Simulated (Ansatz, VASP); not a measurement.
# One calculation of AlC6, two programs

```
CELL_PARAMETERS angstrom
4.27016 0.00000 0.00000
-2.13508 3.69806 0.00000
0.00000 0.00000 5.84196
ATOMIC_POSITIONS crystal
Al 0.00000 0.00000 0.50000
C 0.66654 0.00000 0.00000
C 0.33346 0.33346 0.00000
C 0.00000 0.66654 0.00000
C 0.33346 0.00000 0.00000
C 0.00000 0.33346 0.00000
C 0.66654 0.66654 0.00000
```

Alike in both runs: functional PBE; dispersion D3(BJ); k mesh 12 × 12 × 8; occupations gaussian, width 0.1 eV; no spin polarisation.

Ansatz relaxed the structure, and its values are those at the end. VASP's run is a single point on that final structure, the one shown.

|  | VASP | Ansatz |
| --- | --- | --- |
| version | VASP 6.6.1 | Ansatz 0.2.0 |
| potentials or method | VASP PAW PBE potentials, release 64 (Al, C) | scalar-relativistic, plane waves, PAW |
| plane-wave cutoff (eV) | 520 | 420 |
| valence electrons in the cell | 27 | 27 |

```csv
,VASP,Ansatz,Ansatz less VASP
gap on the k mesh at the Fermi level (eV),none,none,-
pressure (GPa),0.3,0.0,-0.27
```

A gap of «none» marks a metal or a gap that the smearing closes.
